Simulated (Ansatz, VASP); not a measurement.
# One calculation of Al2CdPt4, two programs

The input INCAR:

```
SYSTEM = Al2CdPt4
PREC = Accurate
ENCUT = 520
EDIFF = 1E-6
ISMEAR = 0
SIGMA = 0.2445
LREAL = .False.
LASPH = .True.
NELM = 80
ALGO = Normal
ISIF = 2
LWAVE = .False.
LCHARG = .True.
GGA = PE
LELF = .True.
LVHAR = .True.
NBANDS = 38
```

Contents of KPOINTS:

```
Automatic mesh
0
Gamma
  4 4 4
  0 0 0
```

File POSCAR:

```
Al2CdPt4
1.0
    0.0000000000      5.2536030000      0.0000000000
    5.2536030000      0.0000000000      0.0000000000
    2.6268020000      2.6268020000     -4.8721410000
Pt Cd Al
4 1 2
Direct
    0.3700000000      0.3800000000      0.7400000000
    0.6200000000      0.1100000000      0.2600000000
    0.8900000000      0.8800000000      0.7400000000
    0.1200000000      0.6300000000      0.2600000000
    0.5000000000      0.5000000000      0.0000000000
    0.7500000000      0.2500000000      0.5000000000
    0.0000000000      0.0000000000      0.0000000000
```

Input for Ansatz:

```yaml
crystal:
  lattice:
    - [0.0, 5.253603, 0.0]
    - [5.253603, 0.0, 0.0]
    - [2.626802, 2.626802, -4.872141]
  atoms:
    - { symbol: Pt, position: [0.37, 0.38, 0.74] }
    - { symbol: Pt, position: [0.62, 0.11, 0.26] }
    - { symbol: Pt, position: [0.89, 0.88, 0.74] }
    - { symbol: Pt, position: [0.12, 0.63, 0.26] }
    - { symbol: Cd, position: [0.5, 0.5, 0.0] }
    - { symbol: Al, position: [0.75, 0.25, 0.5] }
    - { symbol: Al, position: [0.0, 0.0, 0.0] }
  symmetry: { tolerance: 0.0003 }
kpoints:
  mp_grid: { grid: [4, 4, 4], shift: [0, 0, 0] }
magnetization:
  spin_polarized: false
scf:
  occupations: { method: gaussian, width: 0.2445 }
  lower_state_search: standard
hamiltonian:
  pseudopotentials: { kind: paw }
  xc: pbe
basis:
  ecutwfc: 420
  ecutrho_ratio: 9
output:
  forces: true
  stress: true
  eigenvalues: true
```

The cell was built by a generator and needn't be a form met in nature.

Alike in both runs: task single point; functional PBE; k mesh 4 × 4 × 4; occupations gaussian, width 0.2445 eV; no spin polarisation.

```csv
,VASP,Ansatz
version,VASP 6.6.1,Ansatz 0.2.0
potentials or method,"VASP PAW PBE potentials, release 64 (Pt, Cd, Al)",PAW plane waves
plane-wave cutoff (eV),520,420
valence electrons in the cell,58,98
```

Ansatz gave:

| Property | Result |
| --- | --- |
| gap on the k mesh at the Fermi level (eV) | none |
| rms of the force components (eV/Å) | 2.543 |

Question: What did VASP give for the same quantities?

Answer: gap on the k mesh at the Fermi level (eV): none; rms of the force components (eV/Å): 2.630.

Atom by atom the forces differ by 0.104 eV/Å (rms over components). A gap of «none» marks a metal or a gap that the smearing closes. The functional is the same, so the differences come from potentials, cutoffs and numerics. The two sets of potentials don't hold the same shells in valence.

Caveats: forces of over 1 eV/Å show positions far from the minimum, so gaps and moduli don't describe the material at rest. Spin-orbit coupling is left out, which matters for the levels of Pt.
